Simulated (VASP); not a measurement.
Data:

```xyz
12
Lattice="3.1068 0.0000 0.0000 -1.5534 2.6905 0.0000 0.0000 0.0000 15.2460" Properties=species:S:1:pos:R:3 pbc="T T T"
Si     0.0000     1.7937    12.6998
Si     1.5534     0.8968     5.0768
Si     1.5534     0.8968    10.1615
Si     0.0000     1.7937     2.5385
Si     0.0000     0.0000     7.6189
Si     0.0000     0.0000    15.2419
C      0.0000     0.0000    13.3307
C      0.0000     0.0000     5.7077
C      0.0000     1.7937    10.7942
C      1.5534     0.8968     3.1712
C      1.5534     0.8968     8.2560
C      0.0000     1.7937     0.6330
```

Method: PBE GGA, VASP's PBE PAW potentials (set 64) (plane waves; VASP 6.6.1). Settings: 400 eV cut-off, 8×8×2 Γ-centred mesh, Gaussian smearing of 0.010 eV, potentials Si C.

At this cut-off the stress carries a Pulay error, which pulls relaxed volumes low.

Give the stress tensor in GPa (positive for a compressed cell).

```
-3.53   0.00   0.00
 0.00  -3.53   0.00
 0.00   0.00  -3.59
```
The pressure is its mean diagonal, -3.55 GPa.

The structure comes from a computed database's SiC entry; how it stands against other phases isn't given here. The cell was not relaxed at this level.
